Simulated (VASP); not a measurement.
# NaBe16 (a cell with a defect) in VASP: notebook, part 3 of 3

VASP 6.6.1. The steps go on from the part before.

## (6) Molecular dynamics, PBEsol

Input file INCAR:

```
SYSTEM = NaBe16
  ALGO = Fast
  EDIFF = 1E-5
  ENCUT = 520
  GGA = PS
  IBRION = 0
  ISIF = 2
  ISMEAR = -1
  ISYM = 0
  LASPH = .True.
  LCHARG = .False.
  LREAL = Auto
  LWAVE = .False.
  MDALGO = 2
  NELM = 100
  NELMIN = 4
  NSW = 40
  POTIM = 6.0
  PREC = Accurate
  RANDOM_SEED = 835270 0 0
  SIGMA = 0.05
  SMASS = 0
  TEBEG = 600.0
  TEEND = 600.0
```

Input file KPOINTS:

```
k-points
0
Gamma
  3 3 2
  0 0 0
```

Input file POSCAR:

```
NaBe16
1.0
   -2.3091000000     -3.9994790000      0.0000000000
    3.4636500000     -1.9997390000      0.0000000000
    0.0000000000      0.0000000000      7.2254000000
Be Na
16 1
Direct
    0.5541920900      0.1258564200      0.1768288800
    0.4951404100      0.6957489400      0.3420186400
    0.4951267400      0.3044522800      0.6570838500
    0.5547026300      0.8760467700      0.8223211000
    0.1860440200      0.9139790300      0.1435405600
    0.2468755300      0.1883898300      0.3908368400
    0.2469237000      0.8118585600      0.6087671600
    0.1859644100      0.0862181700      0.8561561600
   -0.0432065900      0.3306286900      0.1759227400
   -0.0131049700      0.7046733700      0.3635151100
   -0.0133340800      0.2955239000      0.6360948000
   -0.0437175000      0.6703340900      0.8233539200
    0.7892270300      0.7641525700      0.0778115700
    0.7370648500      0.2217206400      0.4179285200
    0.7367052100      0.7779651500      0.5813212000
    0.7893850700      0.2370990400      0.9217201700
    0.3558887600      0.5007443400     -0.0009102300
```

Potentials or basis: VASP PAW PBE potentials, release 64 (Be, Na_pv).

Launch:

```sh
$ cat potpaw_PBE.64/Be/POTCAR potpaw_PBE.64/Na_pv/POTCAR > POTCAR
$ mpirun -np 1 vasp_std > vasp.out
```

OUTCAR:

```text
SYSTEM = NaBe16
   EDIFF = 1E-5
   ENCUT = 520
   GGA = PS
   IBRION = 0
   ISIF = 2
   ISMEAR = -1
   ISYM = 0
   LASPH = .True.
   LREAL = Auto
   NELM = 100
   NELMIN = 4
   NSW = 40
   POTIM = 6.0
   PREC = Accurate
   TEBEG = 600.0

 ion  position               nearest neighbor table
   1  0.554  0.126  0.177-   5 1.91  13 1.94  14 1.97   9 2.03   2 2.11   6 2.11  17 2.18  16 2.19

   2  0.495  0.696  0.342-  15 2.08   1 2.11   5 2.20  14 2.27  10 2.28   7 2.29   6 2.31  10 2.35
                             6 2.36  13 2.36
   3  0.495  0.304  0.657-  14 2.08   4 2.11   8 2.21  15 2.27  11 2.28   6 2.29   7 2.31  11 2.35
                             7 2.36  16 2.36
   4  0.555  0.876  0.822-   8 1.91  16 1.94  15 1.97  12 2.03   3 2.11   7 2.11  17 2.17  13 2.19
[... 17 lines left out ...]
  13  0.789  0.764  0.078-   1 1.94   5 1.99   9 2.03  12 2.03   4 2.19  16 2.20  10 2.27  17 2.33
                             2 2.36
  14  0.737  0.222  0.418-   1 1.97  11 1.98   9 2.07   3 2.08  15 2.13   2 2.27   6 2.28  10 2.28
                             6 2.37
  15  0.737  0.778  0.581-   4 1.97  10 1.97  12 2.07   2 2.08  14 2.13   3 2.27   7 2.27  11 2.28
                             7 2.37
  16  0.789  0.237  0.922-   4 1.94   8 1.99  12 2.03   9 2.03   1 2.19  13 2.20  11 2.27  17 2.33
                             3 2.36
  17  0.356  0.501  0.999-   8 2.10   5 2.11   4 2.17   1 2.18  16 2.33  13 2.33  12 2.34   9 2.34

IMPORTANT INFORMATION: All symmetrisations will be switched off!
NOSYMM: (Re-)initialisation of all symmetry stuff for point group C_1.

[... 331 lines left out ...]
  ENERGY OF THE ELECTRON-ION-THERMOSTAT SYSTEM (eV)
  ---------------------------------------------------
% ion-electron   TOTEN  =       -56.155727  see above
  kinetic energy EKIN   =         0.512979
  kin. lattice  EKIN_LAT=         0.000000  (temperature  248.03 K)
  nose potential ES     =        -0.006660
  nose kinetic   EPS    =         0.002926
  ---------------------------------------------------
  total energy   ETOTAL =       -55.646483 eV

[... ionic steps 4 to 37 ...]

--------------------------------------- Ionic step       38  -------------------------------------------

 number of electron      39.0000005 magnetization

------------------------ aborting loop because EDIFF is reached ----------------------------------------
[... 117 lines left out ...]
--------------------------------------- Ionic step       40  -------------------------------------------

 number of electron      39.0000000 magnetization

 Free energy of the ion-electron system (eV)
  ---------------------------------------------------
  ext. energy  EPLUGINS =         0.00000000
  ---------------------------------------------------
  free energy    TOTEN  =       -56.88903024 eV

  energy without entropy =      -56.85957616  energy(sigma->0) =      -56.87430320

 E-fermi :   6.9218     XC(G=0): -10.6932

 val. band max:        6.8756279266   @ k =   0.3333  -0.0000   0.0000
 cond. band min:       6.9457759493   @ k =  -0.3333   0.3333   0.0000
 fundamental gap:      0.0701480227
 Fermi energy:         6.9218075593

 k-point     1 :       0.0000    0.0000    0.0000
  band No.  band energies     occupation
      1     -16.9903      2.00000
      2     -16.9219      2.00000
      3     -16.9136      2.00000
      4      -4.1849      2.00000
      5      -2.0923      2.00000
      6      -1.8190      2.00000
[... 349 lines left out ...]
  ENERGY OF THE ELECTRON-ION-THERMOSTAT SYSTEM (eV)
  ---------------------------------------------------
% ion-electron   TOTEN  =       -56.889030  see above
  kinetic energy EKIN   =         0.622713
  kin. lattice  EKIN_LAT=         0.000000  (temperature  301.09 K)
  nose potential ES     =         0.289484
  nose kinetic   EPS    =         0.320850
  ---------------------------------------------------
  total energy   ETOTAL =       -55.655984 eV
```

OSZICAR:

```text
N       E                     dE             d eps       ncg     rms          rms(c)
[... 356 lines left out ...]
       N       E                     dE             d eps       ncg     rms          rms(c)
DAV:   1    -0.568914767850E+02    0.15877E+00   -0.21070E+00   628   0.806E+00    0.407E-01
RMM:   2    -0.568896716161E+02    0.18052E-02   -0.92777E-02   560   0.185E+00    0.196E-01
RMM:   3    -0.568888605169E+02    0.81110E-03   -0.12834E-02   584   0.698E-01    0.580E-02
RMM:   4    -0.568890171205E+02   -0.15660E-03   -0.25548E-03   756   0.322E-01    0.326E-02
RMM:   5    -0.568890251066E+02   -0.79861E-05   -0.39519E-04   611   0.118E-01    0.139E-02
RMM:   6    -0.568890302353E+02   -0.51287E-05   -0.91301E-05   662   0.578E-02
     40 T=   301. E= -.55655984E+02 F= -.56889030E+02 E0= -.56874303E+02  EK= 0.62271E+00 SP= 0.29E+00 SK= 0.32E+00
```

Run time: 18 min. Hardware: 1 thread of AMD EPYC 7R13 (Zen 3), shared host; peak memory 0.24 GiB.

Step by step:
```tsv
step	potential energy change (eV)	largest force (eV/Å)	pressure (GPa)	volume (Å³)	temperature (K)
1	0.0000	0.0184	19.97	133.46	600
2	0.3684	1.5289	20.63	133.46	443
3	0.8164	2.0320	21.43	133.46	248
4	0.7770	1.7041	21.23	133.46	249
5	0.7849	1.6776	20.95	133.46	258
6	0.8098	1.7534	20.70	133.46	264
7	0.6933	1.2028	20.32	133.46	330
8	0.6646	1.1851	20.17	133.46	370
9	0.6719	1.3319	20.38	133.46	400
10	0.6549	1.0584	20.66	133.46	433
11	0.8482	1.5864	21.40	133.46	389
12	0.9196	1.8855	21.99	133.46	402
13	0.6718	1.4724	22.08	133.46	546
14	0.7048	1.9950	22.61	133.46	598
15	0.8841	2.2734	23.28	133.46	580
16	0.9418	2.2091	23.51	133.46	608
17	0.9993	2.4168	23.53	133.46	650
18	0.8568	2.5358	22.82	133.46	788
19	0.5551	2.2695	21.58	133.46	984
20	0.7094	2.6819	21.42	133.46	993
21	0.9004	3.3688	21.83	133.46	946
22	1.0707	2.2463	22.51	133.46	885
23	1.2316	2.6497	23.14	133.46	840
24	0.8576	2.8472	22.66	133.46	983
25	0.7986	2.5238	22.69	133.46	1004
26	0.7304	3.0701	23.14	133.46	991
27	0.5609	2.4661	23.38	133.46	995
28	0.6051	2.4240	23.50	133.46	898
29	0.8034	2.3572	23.62	133.46	708
30	1.1859	2.7106	23.96	133.46	505
31	0.6359	2.2004	22.92	133.46	659
32	0.2495	1.9545	22.24	133.46	753
33	0.3590	2.2056	22.10	133.46	641
34	0.2400	2.0524	21.18	133.46	602
35	0.2110	1.9173	20.44	133.46	540
36	0.2421	1.9537	20.31	133.46	472
37	-0.0350	2.0086	20.23	133.46	524
38	-0.1797	1.9407	20.69	133.46	520
39	-0.0781	2.3015	21.64	133.46	416
40	0.0831	1.5282	22.44	133.46	301
```

Caveat: the k mesh is coarse (spacing up to 0.52 Å⁻¹), so the values aren't converged; the PAW data sets were made with another functional, which shifts forces and pressure a little.
